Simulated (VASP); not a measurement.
An input for Quantum ESPRESSO's pw.x (written as the equivalent of a VASP run, and not itself run):

```
&CONTROL
  calculation = 'scf'
  pseudo_dir = './pseudo'
  outdir = './out'
  tprnfor = .true.
  tstress = .true.
/
&SYSTEM
  ibrav = 0
  nat = 2
  ntyp = 2
  ecutwfc = 82
  occupations = 'smearing'
  smearing = 'methfessel-paxton'
  degauss = 0.00735
  input_dft = 'pbe'
/
&ELECTRONS
  conv_thr = 7.3e-09
  electron_maxstep = 100
/
ATOMIC_SPECIES
  W 183.840 W.upf
  C 12.011 C.upf
CELL_PARAMETERS angstrom
     1.4697334   -2.5456530    0.0000000
     1.4697334    2.5456530    0.0000000
     0.0000000    0.0000000    2.8626170
ATOMIC_POSITIONS crystal
  W    0.0000000  0.0000000  0.0000000
  C    0.3333330  0.6666670  0.5000000
K_POINTS automatic
  14 14 12 0 0 0
```

Problem. Translate this input to VASP (INCAR, KPOINTS, POSCAR, choice of POTCAR).

Solution. One answer among several that fit: 
### INCAR
```
ENCUT = 600   ! plane-wave cut-off (eV)
SYSTEM = WC
ALGO = Normal
ISMEAR = 1   ! Methfessel-Paxton
GGA = PE
LWAVE = .FALSE.
LREAL = .FALSE.   ! projection in real space or not
NELM = 100
LCHARG = .FALSE.
ISIF = 2   ! forces and stress, cell fixed
LASPH = .TRUE.   ! aspherical one-centre terms
LMAXMIX = 6   ! l cut-off of mixed one-centre charges
EDIFF = 1E-7   ! SCF stop (eV)
PREC = Accurate
SIGMA = 0.1
```

File POSCAR:
```
WC
1
    1.4697333962    -2.5456529923     0.0000000000
    1.4697333962     2.5456529923     0.0000000000
    0.0000000000     0.0000000000     2.8626170169
W C
1 1
Direct
  0.0000000000   0.0000000000   0.0000000000
  0.3333330000   0.6666670000   0.5000000000
```

### KPOINTS
```
Automatic mesh
0
Gamma
14 14 12
0 0 0
```

POTCAR, in this order: W_sv C (PBE.64 set). Program: vasp_std.

Limits of the translation: the potentials are each code's own (VASP's PAW set, PseudoDojo norm-conserving files in pw.x), so ENCUT and ecutwfc are chosen apart and not converted; conv_thr bounds pw.x's estimated SCF error, while EDIFF bounds the energy change between steps.

The compound is WC in the wc structure. This cell was strained or had an atom moved on purpose.
